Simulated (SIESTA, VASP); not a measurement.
An input for SIESTA (GGA PBEsol, numerical atomic orbitals TZP, PseudoDojo PBEsol standard norm-conserving potentials (rewritten from UPF to PSML)):

```
# files in the folder: Mg.psml Te.psml (PseudoDojo PBEsol standard)
SystemName  MgTe
SystemLabel siesta

NumberOfAtoms                4
NumberOfSpecies              2
%block ChemicalSpeciesLabel
  1 12 Mg
  2 52 Te
%endblock ChemicalSpeciesLabel
LatticeConstant              4.550000 Ang
%block LatticeVectors
     1.000000000    0.000000000    0.000000000
    -0.500000000    0.866025495    0.000000000
     0.000000000    0.000000000    4.939274725
%endblock LatticeVectors
AtomicCoordinatesFormat      Bohr
%block AtomicCoordinatesAndAtomicSpecies
    -0.000004299    4.964207187   22.100344851  1
     4.299131233    2.482099870   15.117823995  1
    -0.000004299    4.964207187   27.351314012  2
     4.299131233    2.482099870   20.368793156  2
%endblock AtomicCoordinatesAndAtomicSpecies

XC.functional                GGA
XC.authors                   PBEsol
PAO.BasisSize                TZP
PAO.EnergyShift              0.01 Ry
MeshCutoff                   300 Ry
%block kgrid.MonkhorstPack
    4   0   0  0.0
    0   4   0  0.0
    0   0   1  0.0
%endblock kgrid.MonkhorstPack
OccupationFunction           MP
OccupationMPOrder            0
ElectronicTemperature        580.23 K

MaxSCFIterations             150
SCF.Mixer.Method             Broyden
SCF.Mixer.Weight             0.2
SCF.Mixer.History            6
SCF.DM.Tolerance             1.0E-04
Diag.ParallelOverK           true
WriteForces                  true
Charge.Mulliken              end
```

### Question
Write the VASP files for the same calculation.

### Answer
One set of files that does it:

### KPOINTS
```
Automatic mesh
0
Gamma
4 4 1
0 0 0
```

**INCAR**
```
SYSTEM = MgTe
PREC = Accurate; ENCUT = 300; LREAL = .FALSE.
LASPH = .TRUE.
EDIFF = 1E-6; NELM = 100; ALGO = Normal
LMAXMIX = 4
ISMEAR = 0; SIGMA = 0.05
GGA = PS
ISIF = 2
LWAVE = .FALSE.; LCHARG = .FALSE.
```

### POSCAR
```
MgTe
1
    4.5500000000     0.0000000000     0.0000000000
   -2.2750000000     3.9404160000     0.0000000000
    0.0000000000     0.0000000000    22.4737000000
Mg Te
2 2
Direct
  0.3333330000   0.6666670000   0.5203860000
  0.6666670000   0.3333330000   0.3559720000
  0.3333330000   0.6666670000   0.6440280000
  0.6666670000   0.3333330000   0.4796140000
```

POTCAR, in this order: Mg Te (PBE.64 set). Program: vasp_std.

Both are inputs of real runs that ended normally. What can't carry over is the choice of potentials or basis and its cut-off, and each code's defaults.

The cell is a sheet with vacuum, built from a generated structure.
